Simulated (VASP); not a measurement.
IrO$_{2}$ (space group P4_2/mnm): the measured cell of entry 2101854 of the Crystallography Open Database is

```yaml
crystal:
  lattice:
    - [4.50510, 0.00000, 0.00000]
    - [0.00000, 4.50510, 0.00000]
    - [0.00000, 0.00000, 3.15860]
  atoms:
    - { symbol: Ir, position: [0.00000, 0.00000, 0.00000] }
    - { symbol: Ir, position: [0.50000, 0.50000, 0.50000] }
    - { symbol: O, position: [0.30770, 0.30770, 0.00000] }
    - { symbol: O, position: [0.19230, 0.80770, 0.50000] }
    - { symbol: O, position: [0.69230, 0.69230, 0.00000] }
    - { symbol: O, position: [0.80770, 0.19230, 0.50000] }
```

Method: PBEsol GGA, VASP's PBE PAW potentials (set 64) (plane waves; VASP). Settings: 520 eV cut-off, 8×8×11 Γ-centred mesh, tetrahedra with Blöchl corrections, potentials Ir O.

The calculation is for a static lattice at zero pressure; the measurement, whose temperature isn't given here, holds thermal and zero-point expansion. The entry's conditions were not checked, so it may have been measured under pressure.

How far does the relaxed conventional cell lie from the measured one?

```json
[
 {"": "a (Å)", "measured": "4.505", "computed": "4.483", "difference": "-0.5 %"},
 {"": "c (Å)", "measured": "3.159", "computed": "3.164", "difference": "+0.2 %"},
 {"": "V (Å³/atom)", "measured": "10.68", "computed": "10.60", "difference": "-0.8 %"}
]
```

The structure comes from a measured IrO2 entry (P4_2/mnm) of the Crystallography Open Database, whose conditions weren't checked. It was relaxed first. Symmetry was kept, so distortions that lower it aren't found.
